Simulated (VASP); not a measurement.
Computed with vdW-DF-cx, VASP's PBE PAW potentials (set 64) (plane waves; VASP).

VASP input:

POSCAR:
```
CdS
1.0
  2.0754356653  -3.5947598471   0.0000000000
  2.0754356653   3.5947598471   0.0000000000
  0.0000000000   0.0000000000   6.7440411408
Cd S
2 2
direct
  0.6666670000   0.3333330000   0.5000072260
  0.3333330000   0.6666670000   0.0000072260
  0.6666670000   0.3333330000   0.8769927740
  0.3333330000   0.6666670000   0.3769927740
```

File KPOINTS:
```
Automatic mesh
0
Gamma
7 7 4
0 0 0
```

### INCAR
```
SYSTEM = CdS
PREC = Accurate
ENCUT = 520
EDIFF = 1E-7
NELM = 100
ALGO = Normal
LREAL = .FALSE.
LASPH = .TRUE.
ISMEAR = -5
GGA = CX
LUSE_VDW = .TRUE.
AGGAC = 0.0
LMAXMIX = 4
LWAVE = .FALSE.
LCHARG = .TRUE.
LORBIT = 11
NEDOS = 601
ISIF = 2
LEFG = .TRUE.
```

POTCAR, in this order: Cd S (PBE.64 set). Program: vasp_std.

Task: Estimate the energy per atom (σ→0).

Result: 
| Quantity | Result |
|---|---|
| energy per atom (σ→0) | -0.769 eV/atom |

**OSZICAR**
```
...
DAV:  10    -0.307436097697E+01   -0.15507E-03   -0.16341E-03  1186   0.451E-01    0.108E-01
DAV:  11    -0.307445368764E+01   -0.92711E-04   -0.22904E-04  1294   0.115E-01    0.102E-01
DAV:  12    -0.307449241356E+01   -0.38726E-04   -0.21048E-04  1158   0.935E-02    0.217E-02
DAV:  13    -0.307449739733E+01   -0.49838E-05   -0.25310E-05  1206   0.347E-02    0.852E-03
DAV:  14    -0.307449829745E+01   -0.90012E-06   -0.26211E-06  1248   0.114E-02    0.855E-03
DAV:  15    -0.307449812589E+01    0.17156E-06   -0.19171E-06  1164   0.855E-03    0.149E-03
DAV:  16    -0.307449813224E+01   -0.63533E-08   -0.14142E-07   910   0.307E-03
   1 F= -.30744981E+01 E0= -.30744981E+01  d E =0.000000E+00
```

The compound is CdS in the wurtzite structure. It was relaxed first.
